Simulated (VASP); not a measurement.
VASP ran on this input.

File POSCAR:
```
TiB2
1
    1.5103582643    -2.6160172778     0.0000000000
    1.5103582643     2.6160172778     0.0000000000
    0.0000000000     0.0000000000     3.1819276551
Ti B
1 2
Direct
  0.0000000000   1.0000000000   1.0000000000
  0.3333330000   0.6666670000   0.5000000000
  0.6666670000   0.3333330000   0.5000000000
```

### KPOINTS
```
Automatic
0
gamma
  11 11 9
```

**INCAR**
```
# general
SYSTEM =TiB2
PREC   =Accurate
ENCUT  =520   # plane-wave cut-off (eV)
LREAL  =F   # projection in real space or not
LASPH  =T   # aspherical one-centre terms

# electronic loop
EDIFF  =1E-6
NELM   =100   # most electronic steps
ALGO   =Normal   # blocked Davidson
LMAXMIX=4   # l cut-off of mixed one-centre charges
LMIXTAU=T

# smearing
ISMEAR =1   # Methfessel-Paxton
SIGMA  =0.1   # width (eV)

# functional
METAGGA=R2SCAN

# ions
IBRION =2   # conjugate gradients
NSW    =60   # most ionic steps
ISIF   =3   # ions, shape and volume
EDIFFG =-0.02   # ionic stop

# output
LWAVE  =F
LCHARG =F
```

POTCAR, in this order: Ti_sv B (PBE.64 set). Program: vasp_std.

**Question.** Translate this r2SCAN calculation to Ansatz.

**Answer.** One equivalent input (not run):
Ansatz 0.2 input:
```yaml
crystal:
  lattice:
    - [1.5103583, -2.6160173, 0.0000000]
    - [1.5103583, 2.6160173, 0.0000000]
    - [0.0000000, 0.0000000, 3.1819277]
  atoms:
    - { symbol: Ti, position: [0.0000000, 1.0000000, 1.0000000] }
    - { symbol: B, position: [0.3333330, 0.6666670, 0.5000000] }
    - { symbol: B, position: [0.6666670, 0.3333330, 0.5000000] }
kpoints:
  mp_grid: { grid: [11, 11, 9] }
hamiltonian:
  xc: r2scan
  pseudopotentials: { kind: paw }
scf:
  occupations: { method: methfessel_paxton, width: 0.1 }
  max_iter: 100
relax:
  max_steps: 60
  f_tol: 0.02
  cell: {}
output: { forces: true, stress: true, eigenvalues: true }
```
Limits of the translation: each code has its own PAW files, so the cut-off isn't converted (ENCUT is set for VASP's; basis.ecutwfc is left out, and Ansatz then takes the one that its files recommend); Ansatz stops its SCF on the density residual and VASP on the energy change (EDIFF).

The compound is TiB2 in the AlB2 type structure. This run relaxes it. Symmetry was kept, so distortions that lower it aren't found. The start is the result of an earlier pass.
